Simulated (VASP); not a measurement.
The system is Be2BiSb3.

```
CELL_PARAMETERS angstrom
3.36100 0.00000 0.00000
-1.68050 2.91071 0.00000
0.00000 0.00000 8.23274
ATOMIC_POSITIONS crystal
Be 0.33333 0.66667 0.66667
Be 0.66667 0.33333 0.33333
Sb 0.00000 0.00000 0.50000
Sb 0.33333 0.66667 0.16667
Sb 0.66667 0.33333 0.83333
Bi 0.00000 0.00000 0.00000
```

The cell was built by a generator and needn't be a form met in nature.

| Item | Value |
| --- | --- |
| Program | VASP 6.6.1 |
| Task | relaxation of cell and atoms |
| Functional | PBE |
| Potentials or basis | VASP PAW PBE potentials, release 64 (Be, Sb, Bi_d) |
| Cutoff | 600 eV |
| k mesh | 6 × 6 × 2 |
| Occupations | gaussian, width 0.1 eV |
| Spin | no spin polarisation |

At the start: pressure 139.7 GPa; volume 13.42 Å³/atom.

Task: How do energy, volume and symmetry change on relaxing?

Result: Over 23 steps the energy falls by 3177.4 meV/atom and the volume is 22.48 Å³/atom (+67.5 %); space group P-3m1 (No. 164, to 0.05 Å).

Step by step:
| step | energy change (eV) | largest force (eV/Å) | pressure (GPa) | volume (Å³) |
| --- | --- | --- | --- | --- |
| 1 | 0.0000 | 16.5458 | 139.69 | 80.54 |
| 2 | -10.2130 | 0.7769 | -7.92 | 308.45 |
| 3 | -12.5008 | 0.6327 | -9.15 | 262.49 |
| 4 | -14.5119 | 0.4232 | -10.03 | 227.32 |
| 5 | -18.9778 | 0.1919 | -2.11 | 141.49 |
| 6 | -18.9729 | 0.4210 | 1.80 | 132.81 |
| 7 | -19.0039 | 0.2859 | -0.45 | 137.34 |
| 8 | -19.0018 | 0.3220 | 0.17 | 136.00 |
| 9 | -19.0130 | 0.2692 | 0.38 | 135.41 |
| 10 | -19.0316 | 0.2043 | 1.10 | 133.62 |
| 11 | -19.0427 | 0.1741 | 0.45 | 134.86 |
| 12 | -19.0480 | 0.1338 | -0.43 | 136.69 |
| 13 | -19.0509 | 0.1163 | -0.42 | 136.55 |
| 14 | -19.0564 | 0.0621 | -0.27 | 136.13 |
| 15 | -19.0520 | 0.1848 | 0.05 | 135.29 |
| 16 | -19.0573 | 0.0905 | -0.18 | 135.90 |
| 17 | -19.0593 | 0.0690 | 0.09 | 135.23 |
| 18 | -19.0601 | 0.0482 | 0.36 | 134.59 |
| 19 | -19.0613 | 0.0321 | 0.32 | 134.64 |
| 20 | -19.0638 | 0.0147 | 0.16 | 134.80 |
| 21 | -19.0631 | 0.0975 | -0.10 | 135.10 |
| 22 | -19.0641 | 0.0628 | -0.01 | 134.96 |
| 23 | -19.0643 | 0.0398 | 0.07 | 134.88 |

Final structure:
```xyz
6
Lattice="3.9325 0.0000 0.0000 -1.9663 3.4057 0.0000 0.0000 0.0000 10.0713" Properties=species:S:1:pos:R:3 pbc="T T T"
Be    0.0000    2.2704    6.5698
Be    1.9663    1.1352    3.5015
Sb    0.0000    0.0000    5.0356
Sb    0.0000    2.2704    2.2669
Sb    1.9663    1.1352    7.8044
Bi    0.0000    0.0000    0.0000
```

Caveat: the k mesh is coarse (spacing up to 0.38 Å⁻¹), so the values aren't converged; the volume moved by over 15 % at a fixed basis, so the end points are rough.
